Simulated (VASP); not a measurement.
Here is the system:

```
LiTi24O48
1.0
    9.31125     0.00000     0.00000
    0.00000     9.31125     0.00000
    0.00000     0.00000     8.90603
Ti O Li
24 48 1
Direct
  0.00000   0.00000   0.00000
  0.24607   0.24551   0.16991
  0.00000   0.00000   0.33333
  0.24647   0.24509   0.49766
  0.00000   0.00000   0.66667
  0.25000   0.25000   0.83333
  0.00000   0.50000   0.00000
  0.24510   0.74602   0.16674
  0.00046   0.49578   0.33690
  0.24696   0.75016   0.50029
  0.99762   0.50483   0.67110
  0.25000   0.75000   0.83333
  0.50000   0.00000   0.00000
  0.75000   0.25000   0.16667
  0.50000   0.00000   0.33333
  0.75000   0.25000   0.50000
  0.50000   0.00000   0.66667
  0.75000   0.25000   0.83333
  0.50000   0.50000   0.00000
  0.75000   0.75000   0.16667
  0.49958   0.50221   0.33851
  0.75000   0.75000   0.50000
  0.49542   0.50343   0.66735
  0.75000   0.75000   0.83333
  0.15250   0.15250   0.00000
  0.40250   0.09750   0.16667
  0.10117   0.40346   0.16437
  0.34750   0.34750   0.00000
  0.15250   0.15250   0.33333
  0.40250   0.09750   0.50000
  0.09801   0.40188   0.49478
  0.35102   0.34503   0.32961
  0.15250   0.15250   0.66667
  0.40250   0.09750   0.83333
  0.09750   0.40250   0.83333
  0.34605   0.34679   0.67136
  0.15250   0.65250   0.00000
  0.39986   0.60139   0.16874
  0.09750   0.90250   0.16667
  0.34750   0.84750   0.00000
  0.15007   0.65690   0.33244
  0.40739   0.60062   0.49979
  0.09750   0.90250   0.50000
  0.34750   0.84750   0.33333
  0.15517   0.65360   0.67127
  0.40250   0.59750   0.83333
  0.09750   0.90250   0.83333
  0.34750   0.84750   0.66667
  0.65250   0.15250   0.00000
  0.90250   0.09750   0.16667
  0.59750   0.40250   0.16667
  0.84750   0.34750   0.00000
  0.65250   0.15250   0.33333
  0.90250   0.09750   0.50000
  0.59750   0.40250   0.50000
  0.84750   0.34750   0.33333
  0.65250   0.15250   0.66667
  0.90250   0.09750   0.83333
  0.59750   0.40250   0.83333
  0.84750   0.34750   0.66667
  0.65250   0.65250   0.00000
  0.90250   0.59750   0.16667
  0.59750   0.90250   0.16667
  0.84750   0.84750   0.00000
  0.65250   0.65250   0.33333
  0.90250   0.59750   0.50000
  0.59750   0.90250   0.50000
  0.84750   0.84750   0.33333
  0.65250   0.65250   0.66667
  0.90250   0.59750   0.83333
  0.59750   0.90250   0.83333
  0.84750   0.84750   0.66667
  0.25233   0.50087   0.41113
```
Cell charge -1.

These are PBE GGA, VASP's PBE PAW potentials (set 64) (plane waves; VASP) values and carry that method's errors. Numerical set-up: PREC = Normal, LREAL = Auto, ISYM = 0, NELECT = 386.0, EDIFF = 1E-5, 400 eV cut-off, 1×1×1 Γ-centred mesh, Gaussian smearing of 0.050 eV, potentials Ti O Li.

The cell is charged, with a uniform compensating background. The supercell is sampled at Γ alone, which is coarse: total energies, pressure and levels can be off, energies of defects by several tenths of an eV.

### Question
The ions are relaxed. Predict the relaxed structure.

### Answer

```
LiTi24O48
1.0
    9.31125     0.00000     0.00000
    0.00000     9.31125     0.00000
    0.00000     0.00000     8.90603
Ti O Li
24 48 1
Cartesian
  0.07665   0.05267   8.89866
  2.35639   2.39738   1.51159
  0.00082   9.27902   2.94524
  2.30652   2.13196   4.47498
  9.20541   0.03416   5.97644
  2.38594   2.33406   7.42378
  0.01411   4.59425   0.00332
  2.30119   6.91221   1.51193
  9.10192   4.68149   2.95049
  2.34682   7.17930   4.47487
  0.07872   4.62850   5.90953
  2.26646   6.97989   7.42475
  4.57825   9.26088   8.89928
  6.94966   2.22375   1.44793
  4.65340   0.03235   2.94653
  7.01274   2.32227   4.48197
  4.75747   9.27863   5.97861
  6.93106   2.41690   7.43195
  4.64201   4.71771   0.00112
  7.01563   7.08887   1.44829
  4.86192   4.62972   2.95012
  6.94962   6.98945   4.48095
  4.57578   4.68549   5.91004
  7.03578   6.89411   7.43175
  1.41862   1.43106   0.00810
  3.74368   0.92791   1.48055
  0.92011   3.77410   1.52612
  3.23850   3.25482   8.90501
  1.40934   1.40076   2.93948
  3.72546   0.86908   4.47402
  0.90512   3.74355   4.41059
  3.25655   3.21754   3.00583
  1.38815   1.41372   5.97521
  3.74624   0.91411   7.41123
  0.92490   3.74129   7.42389
  3.21416   3.24407   5.90593
  1.41276   6.05835   8.90566
  3.73255   5.53802   1.52716
  0.90810   8.38472   1.47968
  3.23381   7.88164   0.00976
  1.39659   6.09452   3.00722
  3.74765   5.57010   4.41136
  0.92639   8.44250   4.47427
  3.24259   7.91261   2.93989
  1.43754   6.06827   5.90775
  3.72718   5.56932   7.42424
  0.90505   8.39861   7.41048
  3.26423   7.89861   5.97623
  6.06165   1.40671   8.88714
  8.38952   0.90199   1.49289
  5.57189   3.72080   1.44327
  7.90043   3.23324   0.01648
  6.05383   1.41767   2.98631
  8.39718   0.92364   4.43760
  5.58410   3.74179   4.49024
  7.85137   3.25537   2.95367
  6.07700   1.40999   5.93501
  8.38776   0.92023   7.44280
  5.55230   3.75305   7.41709
  7.91385   3.23659   5.94117
  6.06323   6.07943   0.01637
  8.39143   5.59024   1.44294
  5.57504   8.41018   1.49389
  7.90181   7.90445   8.88687
  6.11219   6.05719   2.95314
  8.37778   5.56981   4.49063
  5.56699   8.38859   4.43795
  7.91006   7.89321   2.98703
  6.04859   6.07707   5.94200
  8.41191   5.55860   7.41651
  5.57572   8.39160   7.44347
  7.88525   7.90233   5.93496
  2.32638   4.65586   3.66140
```
Cell charge -1.

### Question
How much energy does the relaxation gain?

### Answer
The energy (σ→0) changes by -18.2 meV/atom, in 26 ionic steps.

The cell is a supercell with a defect, built from TiO2 (rutile): Li_i, charge -1. The run is not spin-polarised, so no state with unpaired spins was tried.
